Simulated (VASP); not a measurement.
The system is PPt.

```
P Pt
1.0
     0.00000    2.56685    2.56685
     2.56685    0.00000    2.56685
     2.56685    2.56685    0.00000
P Pt
1 1
Direct
  0.00000 0.00000 0.00000
  0.50000 0.50000 0.50000
```

The cell was built by a generator and needn't be a form met in nature.

- Program: VASP 6.6.1
- Task: relaxation of cell and atoms
- Functional: PBE
- Potentials or basis: VASP PAW PBE potentials, release 64 (P, Pt)
- Cutoff: 600 eV
- k mesh: 6 × 6 × 6
- Occupations: methfessel-paxton, width 0.1791 eV
- Spin: no spin polarisation

At the start: pressure -10.2 GPa; volume 16.91 Å³/atom.

Question: How do energy, volume and symmetry change on relaxing?

Answer: Over 4 steps the energy falls by 38.9 meV/atom and the volume is 15.77 Å³/atom (-6.7 %); space group Fm-3m (No. 225, to 0.05 Å).

Step by step:
```tsv
step	energy change (eV)	largest force (eV/Å)	pressure (GPa)	volume (Å³)
1	0.0000	0.0000	-10.20	33.82
2	0.0749	0.0000	19.62	28.82
3	-0.0778	0.0000	-0.25	31.59
4	-0.0778	0.0000	-0.01	31.55
```

Final structure:
```xyz
2
Lattice="0.0000 2.5080 2.5080 2.5080 0.0000 2.5080 2.5080 2.5080 0.0000" Properties=species:S:1:pos:R:3 pbc="T T T"
P     2.5080    0.0000    2.5080
Pt    2.5080    2.5080    2.5080
```
